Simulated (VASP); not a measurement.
# Al in VASP: a series of runs, part 2 of 2

VASP 6.6.1.

**3. Relaxation of the atoms, PBE**

Contents of INCAR:

```
SYSTEM = Al
ALGO = Normal ; DIPOL = 0.5 0.5 0.500
EDIFF = 1E-6 ; EDIFFG = -0.02
ENCUT = 520 ; GGA = PE
IBRION = 2 ; IDIPOL = 3
ISIF = 2 ; ISMEAR = 1
KPAR = 4 ; LASPH = .TRUE.
LCHARG = .FALSE. ; LDIPOL = .TRUE.
LREAL = .FALSE. ; LWAVE = .FALSE.
NELM = 80 ; NSW = 80
PREC = Accurate ; SIGMA = 0.1
```

Contents of KPOINTS:

```
k-points
0
G
  13 13 1
  0 0 0
```

Contents of POSCAR:

```
Al
1.0
    2.8562036900      0.0000000000      0.0000000000
    0.0000000000      2.8562036900      0.0000000000
    0.0000000000      0.0000000000     27.1178460000
Al
7
Direct
    0.5000000000      0.5000000000      0.2765706400
    0.0000000000      0.0000000000      0.3510470900
    0.5000000000      0.5000000000      0.4255235500
    0.0000000000      0.0000000000      0.5000000000
    0.5000000000      0.5000000000      0.5744764500
    0.0000000000      0.0000000000      0.6489529100
    0.5000000000      0.5000000000      0.7234293600
```

Potentials or basis: VASP PAW PBE potentials, release 64 (Al).

Launch:

```console
$ cat potpaw_PBE.64/Al/POTCAR > POTCAR
$ mpirun -np 4 vasp_std > vasp.out
```

It took 89 s on 4 MPI ranks of Intel Xeon Platinum 8488C (Sapphire Rapids), shared host; peak memory 0.37 GiB.

The run converged. Its results:

```yaml
Free_energy: -25.2451 eV
Energy_gained_by_relaxing: 0.7 meV/atom
Ionic_steps: 5
Largest_force_after_relaxing: 0.014 eV/Å
Band_gap_on_the_k_mesh: none (metal or under the smearing width)
```

Forces on the atoms (eV/Å):
```
Al   0.000  0.000  0.014
Al   0.000  0.000 -0.004
Al   0.000  0.000  0.012
Al   0.000  0.000  0.000
Al   0.000  0.000 -0.012
Al   0.000  0.000  0.004
Al   0.000  0.000 -0.014
```

The path:
```
step  energy change (eV)  largest force (eV/Å)  pressure (GPa)
   1              0.0000                0.0870           -0.58
   2             -0.0016                0.0761           -0.59
   3             -0.0042                0.0445           -0.63
   4             -0.0044                0.0321           -0.64
   5             -0.0046                0.0136           -0.64
```

Final structure:
```
Al
1.0
     2.85620    0.00000    0.00000
     0.00000    2.85620    0.00000
     0.00000    0.00000   27.11785
Al
7
Direct
  0.50000 0.50000 0.27599
  0.00000 0.00000 0.35170
  0.50000 0.50000 0.42644
  0.00000 0.00000 0.50000
  0.50000 0.50000 0.57356
  0.00000 0.00000 0.64830
  0.50000 0.50000 0.72401
```

Levels at points of the mesh, in eV from the Fermi level:
| k point | band 7 | band 8 | band 9 | band 10 | band 11 | band 12 | band 13 | band 14 |
| --- | --- | --- | --- | --- | --- | --- | --- | --- |
| (0.00, 0.00, 0.00) | -3.53 | -2.25 | 0.35 | 2.21 | 3.49 | 4.38 | 4.56 | 5.45 |

**4. Single point, PBE**

Contents of INCAR:

```
PREC = Accurate
ENCUT = 520
EDIFF = 1E-6
ISMEAR = 1
SIGMA = 0.1
LREAL = False
LASPH = True
NELM = 80
ALGO = Normal
ISIF = 2
LWAVE = False
LCHARG = False
LDIPOL = True
IDIPOL = 3
DIPOL = 0.5 0.5 0.500
GGA = PE
LVHAR = True
LVACPOTAV = True
ICORELEVEL = 1
KPAR = 4
```

Contents of KPOINTS:

```
Automatic mesh
0
Gamma
  13 13 1
```

Contents of POSCAR:

```
Al                                      
1.0
    2.8562036900      0.0000000000      0.0000000000
    0.0000000000      2.8562036900      0.0000000000
    0.0000000000      0.0000000000     27.1178460000
  Al            
     7
Direct
     0.5000000000000000    0.5000000000000000    0.2759893591620872
     0.0000000000000000    1.0000000000000000    0.3516979351489005
     0.5000000000000000    0.5000000000000000    0.4264408854743154
     0.0000000000000000    0.0000000000000000    0.5000000000000000
     0.5000000000000000    0.5000000000000000    0.5735591145256848
     0.0000000000000000    1.0000000000000000    0.6483020648510994
     0.5000000000000000    0.5000000000000000    0.7240106408379129
```

Potentials or basis: VASP PAW PBE potentials, release 64 (Al).

Launch:

```console
$ cat potpaw_PBE.64/Al/POTCAR > POTCAR
$ mpirun -np 4 vasp_std > vasp.out
```

OUTCAR:

```text
PREC = Accurate
   ENCUT = 520
   EDIFF = 1E-6
   ISMEAR = 1
   LREAL = False
   LASPH = True
   NELM = 80
   ISIF = 2
   GGA = PE

 ion  position               nearest neighbor table
   1  0.500  0.500  0.276-   2 2.88   2 2.88   2 2.88   2 2.88
   2  0.000  0.000  0.352-   3 2.86   3 2.86   3 2.86   3 2.86   1 2.88   1 2.88   1 2.88   1 2.88

   3  0.500  0.500  0.426-   4 2.84   4 2.84   4 2.84   4 2.84   2 2.86   2 2.86   2 2.86   2 2.86

   4  0.000  0.000  0.500-   3 2.84   5 2.84   3 2.84   5 2.84   3 2.84   5 2.84   3 2.84   5 2.84

   5  0.500  0.500  0.574-   4 2.84   4 2.84   4 2.84   4 2.84   6 2.86   6 2.86   6 2.86   6 2.86

   6  0.000  0.000  0.648-   5 2.86   5 2.86   5 2.86   5 2.86   7 2.88   7 2.88   7 2.88   7 2.88

[... 636 lines left out ...]
  external PRESSURE =      -6.3676197 kB  Pullay stress =       0.0000000 kB

 VOLUME and BASIS-vectors are now :
 -----------------------------------------------------------------------------
  energy-cutoff  :      520.00
  volume of cell :      221.22
      direct lattice vectors                 reciprocal lattice vectors
     2.856203690  0.000000000  0.000000000     0.350115086  0.000000000  0.000000000
     0.000000000  2.856203690  0.000000000     0.000000000  0.350115086  0.000000000
     0.000000000  0.000000000 27.117846000     0.000000000  0.000000000  0.036876085

 POSITION                                       TOTAL-FORCE (eV/Angst)
 -----------------------------------------------------------------------------------
      1.42810      1.42810      7.48424        -0.000000      0.000000      0.013446
      0.00000      0.00000      9.53729        -0.000000     -0.000000     -0.004108
      1.42810      1.42810     11.56416         0.000000     -0.000000      0.012043
      0.00000      0.00000     13.55892        -0.000000     -0.000000     -0.000000
      1.42810      1.42810     15.55369        -0.000000     -0.000000     -0.012043
      0.00000      0.00000     17.58056         0.000000      0.000000      0.004108
      1.42810      1.42810     19.63361         0.000000      0.000000     -0.013446
 -----------------------------------------------------------------------------------
    total drift:                               -0.000000      0.000000      0.000000

  FREE ENERGIE OF THE ION-ELECTRON SYSTEM (eV)
  ---------------------------------------------------
  free  energy   TOTEN  =       -25.2450821550 eV

  energy  without entropy=      -25.2446027435  energy(sigma->0) =      -25.24492235

 vacuum level on the upper side and lower side of the slab         6.394         6.394
```

Run time: 45 s. Hardware: 4 MPI ranks of Intel Xeon Platinum 8488C (Sapphire Rapids), shared host; peak memory 0.34 GiB.

What came out:

```
Free energy                     : -25.2451 eV
Largest force                   : 0.013 eV/Å
Band gap on the k mesh          : none (metal or under the smearing width)
Work function of the upper face : 4.21 eV
Work function of the lower face : 4.21 eV
```

Forces in eV/Å, atoms in the order of the input:
```
Al   0.000  0.000  0.013
Al   0.000  0.000 -0.004
Al   0.000  0.000  0.012
Al   0.000  0.000  0.000
Al   0.000  0.000 -0.012
Al   0.000  0.000  0.004
Al   0.000  0.000 -0.013
```

Core levels (eV, on the scale of the bands):
```csv
atom,levels
1 Al,"1s -1504.1, 2s -101.2, 2p -62.7"
2 Al,"1s -1504.0, 2s -101.2, 2p -62.7"
3 Al,"1s -1503.9, 2s -101.2, 2p -62.6"
4 Al,"1s -1503.9, 2s -101.1, 2p -62.6"
5 Al,"1s -1503.9, 2s -101.2, 2p -62.6"
6 Al,"1s -1504.0, 2s -101.2, 2p -62.7"
```
